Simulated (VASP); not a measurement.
Here is the system:

```yaml
crystal:
  lattice:
    - [2.89048, 0.00000, 0.00000]
    - [0.00000, 2.89048, 0.00000]
    - [0.00000, 0.00000, 5.11628]
  atoms:
    - { symbol: Cu, position: [0.00000, 0.50000, 0.00000] }
    - { symbol: Cu, position: [0.50000, 0.00000, 0.50000] }
    - { symbol: O, position: [0.00000, 0.00000, 0.25000] }
    - { symbol: O, position: [0.00000, 0.00000, 0.75000] }
```

These are PBEsol GGA, VASP's PBE PAW potentials (set 64) (plane waves; VASP 6.6.1) values and carry that method's errors. Run with 520 eV cut-off, 12×12×7 Γ-centred mesh, tetrahedra with Blöchl corrections, potentials Cu O.

Predict the energy per atom (σ→0), band gap (on the k-mesh) with the smallest direct gap where there is one.

```json
{
  "band gap (on the k-mesh)": "none (metal, semimetal or under 0.01 eV)",
  "energy per atom (σ→0)": "-5.369 eV/atom"
}
```

The absolute energy has meaning only against runs of the same code, potentials and settings.

The structure was generated: CuO was put into the PtS type (P4_2/mmc), which need not be its known phase. It was relaxed first, which changed the volume by +35 %.
